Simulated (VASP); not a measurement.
Calculation: PBE GGA, VASP's PBE PAW potentials (set 64) (plane waves; VASP 6.6.1).

The input files of a VASP run:

### POSCAR
```
HfO2
1
   -0.0000000000     2.5361957287     2.5361957287
    2.5361957287    -0.0000000000     2.5361957287
    2.5361957287     2.5361957287    -0.0000000000
Hf O
1 2
Direct
  0.0000000000   0.0000000000   0.0000000000
  0.2500000000   0.2500000000   0.2500000000
  0.7500000000   0.7500000000   0.7500000000
```

INCAR:
```
# general
SYSTEM  = HfO2
PREC    = Accurate
ENCUT   = 530
LREAL   = F   # projection in real space or not
LASPH   = T   # aspherical one-centre terms

# electronic loop
EDIFF   = 1E-6   # SCF stop (eV)
NELM    = 100
ALGO    = Normal   # blocked Davidson
LMAXMIX = 6   # l cut-off of mixed one-centre charges

# smearing
ISMEAR  = 0
SIGMA   = 0.05

# functional
GGA     = PE   # PBE

# ions
IBRION  = 2
NSW     = 60   # most ionic steps
ISIF    = 3
EDIFFG  = -0.02

# output
LWAVE   = F
LCHARG  = F
```

### KPOINTS
```
Automatic mesh
0
Gamma
7 7 7
0 0 0
```

POTCAR, in this order: Hf_pv O (PBE.64 set). Program: vasp_std.

### Question
Estimate the energy per atom (σ→0).

### Answer

| Property | Value |
|---|---|
| energy per atom (σ→0) | -10.083 eV/atom |

**OSZICAR**
```
...
DAV:   7    -0.302844529552E+02    0.97836E-01   -0.75047E-01   733   0.808E+00    0.290E+01
DAV:   8    -0.302595784487E+02    0.24875E-01   -0.23235E-01   761   0.508E+00    0.591E+00
DAV:   9    -0.302483836185E+02    0.11195E-01   -0.44121E-02   740   0.191E+00    0.167E+00
DAV:  10    -0.302484560022E+02   -0.72384E-04   -0.47020E-03   772   0.539E-01    0.310E-01
DAV:  11    -0.302484221595E+02    0.33843E-04   -0.30499E-04   698   0.147E-01    0.219E-01
DAV:  12    -0.302484333988E+02   -0.11239E-04   -0.54914E-05   769   0.563E-02    0.579E-02
DAV:  13    -0.302484343019E+02   -0.90306E-06   -0.23496E-06   697   0.121E-02
   1 F= -.30248434E+02 E0= -.30248434E+02  d E =-.302484E+02
```

The compound is HfO2 in the fluorite structure, the high-temperature cubic form, which is unstable at 0 K; the monoclinic form is the stable one. It was relaxed first. The start is the result of an earlier pass.
